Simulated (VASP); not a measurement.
These are PBE GGA, VASP's PBE PAW potentials (set 64) (plane waves; VASP) values and carry that method's errors.

Input for VASP

File POSCAR:
```
Ho
1.0
  1.7900000000  -3.1003710000   0.0000000000
  1.7900000000   3.1003710000   0.0000000000
  0.0000000000   0.0000000000   5.6200000000
Ho
2
direct
  0.3333330000   0.6666670000   0.2500000000
  0.6666670000   0.3333330000   0.7500000000
```

**INCAR**
```
ALGO = Normal
EDIFF = 1E-6
EDIFFG = -0.01
ENCUT = 520
GGA = PE
IBRION = 2
ISIF = 3
ISMEAR = 1
LASPH = .TRUE.
LCHARG = .FALSE.
LMAXMIX = 6
LREAL = .FALSE.
LWAVE = .FALSE.
NELM = 100
NSW = 60
PREC = Accurate
SIGMA = 0.1
SYSTEM = Ho
```

KPOINTS:
```
Automatic
0
G
 11 11 6
```

POTCAR, in this order: Ho_3 (PBE.64 set). Program: vasp_std.

The resulting files:

File OSZICAR:
```
       N       E                     dE             d eps       ncg     rms          rms(c)
DAV:   1     0.885447705667E+02    0.88545E+02   -0.82095E+03  1842   0.128E+03
DAV:   2    -0.384581000774E+01   -0.92391E+02   -0.90928E+02  2351   0.559E+02
DAV:   3    -0.879934037704E+01   -0.49535E+01   -0.47447E+01  2800   0.975E+01
DAV:   4    -0.901699866760E+01   -0.21766E+00   -0.20985E+00  2842   0.132E+01
DAV:   5    -0.902279555686E+01   -0.57969E-02   -0.57764E-02  2718   0.239E+00    0.241E+01
DAV:   6    -0.902364715076E+01   -0.85159E-03   -0.26491E-02  2801   0.212E+00    0.144E+01
DAV:   7    -0.903225159786E+01   -0.86044E-02   -0.47010E-02  2657   0.294E+00    0.305E-01
DAV:   8    -0.903197521723E+01    0.27638E-03   -0.29103E-03  2459   0.585E-01    0.613E-02
DAV:   9    -0.903199245270E+01   -0.17235E-04   -0.20954E-04  2811   0.169E-01    0.322E-02
DAV:  10    -0.903198627149E+01    0.61812E-05   -0.27025E-05  2785   0.548E-02    0.422E-02
DAV:  11    -0.903198690239E+01   -0.63090E-06   -0.17667E-06  1791   0.151E-02
   1 F= -.90319869E+01 E0= -.90329737E+01  d E =-.903199E+01
       N       E                     dE             d eps       ncg     rms          rms(c)
DAV:   1    -0.904137307174E+01   -0.93868E-02   -0.27840E-01  2379   0.480E+00    0.521E-01
DAV:   2    -0.903670851200E+01    0.46646E-02   -0.11110E-02  2648   0.131E+00    0.237E-01
DAV:   3    -0.903445628878E+01    0.22522E-02   -0.28926E-03  2971   0.625E-01    0.113E-01
DAV:   4    -0.903432305495E+01    0.13323E-03   -0.57635E-04  2904   0.246E-01    0.690E-02
DAV:   5    -0.903432010124E+01    0.29537E-05   -0.37298E-05  2584   0.593E-02    0.137E-02
DAV:   6    -0.903432021730E+01   -0.11606E-06   -0.23393E-06  1568   0.167E-02
   2 F= -.90343202E+01 E0= -.90356118E+01  d E =-.233331E-02
       N       E                     dE             d eps       ncg     rms          rms(c)
DAV:   1    -0.903641912830E+01   -0.20990E-02   -0.73587E-02  2377   0.247E+00    0.279E-01
DAV:   2    -0.903518421680E+01    0.12349E-02   -0.28696E-03  2630   0.662E-01    0.119E-01
DAV:   3    -0.903459051230E+01    0.59370E-03   -0.78127E-04  2971   0.322E-01    0.523E-02
DAV:   4    -0.903455733420E+01    0.33178E-04   -0.14599E-04  2904   0.123E-01    0.330E-02
DAV:   5    -0.903455530264E+01    0.20316E-05   -0.97638E-06  2503   0.296E-02    0.641E-03
DAV:   6    -0.903455555358E+01   -0.25093E-06   -0.49310E-07  1087   0.858E-03
   3 F= -.90345556E+01 E0= -.90359477E+01  d E =-.256865E-02
       N       E                     dE             d eps       ncg     rms          rms(c)
DAV:   1    -0.903460770022E+01   -0.52398E-04   -0.17153E-03  2405   0.378E-01    0.427E-02
DAV:   2    -0.903457919492E+01    0.28505E-04   -0.65420E-05  2642   0.979E-02    0.181E-02
DAV:   3    -0.903456520531E+01    0.13990E-04   -0.17641E-05  2920   0.482E-02    0.784E-03
DAV:   4    -0.903456447998E+01    0.72533E-06   -0.24052E-06  1348   0.189E-02
   4 F= -.90345645E+01 E0= -.90359445E+01  d E =-.257758E-02
       N       E                     dE             d eps       ncg     rms          rms(c)
DAV:   1    -0.903723604917E+01   -0.26708E-02   -0.74851E-02  2279   0.259E+00    0.315E-01
DAV:   2    -0.903578061861E+01    0.14554E-02   -0.49343E-03  2577   0.984E-01    0.142E-01
DAV:   3    -0.903494672825E+01    0.83389E-03   -0.11295E-03  2634   0.420E-01    0.547E-02
DAV:   4    -0.903488974217E+01    0.56986E-04   -0.22781E-04  2756   0.180E-01    0.377E-02
DAV:   5    -0.903489427287E+01   -0.45307E-05   -0.14993E-05  2544   0.398E-02    0.331E-03
DAV:   6    -0.903489362737E+01    0.64549E-06   -0.61468E-07  1147   0.137E-02
   5 F= -.90348936E+01 E0= -.90363908E+01  d E =-.329147E-03
```

### OUTCAR
```
------------------------ aborting loop because EDIFF is reached ----------------------------------------
  FORCE on cell =-STRESS in cart. coord.  units (eV):
  Direction    XX          YY          ZZ          XY          YZ          ZX
  --------------------------------------------------------------------------------------
  Total       -0.0110729     -0.0110729      0.0149857      0.0000000      0.0000000     -0.0000000
  in kB       -0.2831912     -0.2831912      0.3832637      0.0000000      0.0000000     -0.0000000
  external PRESSURE =      -0.0610396 kB  Pullay stress =       0.0000000 kB
  volume of cell :       62.65
      direct lattice vectors                 reciprocal lattice vectors
     1.804055000 -3.124714976  0.000000000     0.277153413 -0.160014595  0.000000000
     1.804055000  3.124714976 -0.000000000     0.277153413  0.160014595 -0.000000000
     0.000000000  0.000000000  5.556495338     0.000000000  0.000000000  0.179969556
 POSITION                                       TOTAL-FORCE (eV/Angst)
 -----------------------------------------------------------------------------------
      1.80406      1.04157      1.38912         0.000000     -0.000000      0.000000
      1.80406     -1.04157      4.16737        -0.000000      0.000000      0.000000
 -----------------------------------------------------------------------------------
    total drift:                               -0.000003      0.000091     -0.000011
  FREE ENERGIE OF THE ION-ELECTRON SYSTEM (eV)
  ---------------------------------------------------
  free  energy   TOTEN  =        -9.0348936274 eV

  energy  without entropy=       -9.0393852363  energy(sigma->0) =       -9.03639083

 reached required accuracy - stopping structural energy minimisation
```
(Selected blocks of OUTCAR.)

File CONTCAR:
```
Ho
   1.00000000000000
     1.8040550003306757   -3.1247149759525925    0.0000000000000000
     1.8040550003306757    3.1247149759525925   -0.0000000000000000
     0.0000000000000000    0.0000000000000000    5.5564953376431383
  Ho
     2
Direct
     0.3333330000000032    0.6666669999999968    0.2500000000000000
     0.6666669999999968    0.3333330000000032    0.7500000000000000
```

The 4f electrons are frozen in the core of the lanthanide potential, so 4f levels, which can set the real gap, and their magnetism are missing.

The compound is Ho in the hcp structure. This run relaxes it. Symmetry was kept, so distortions that lower it aren't found.
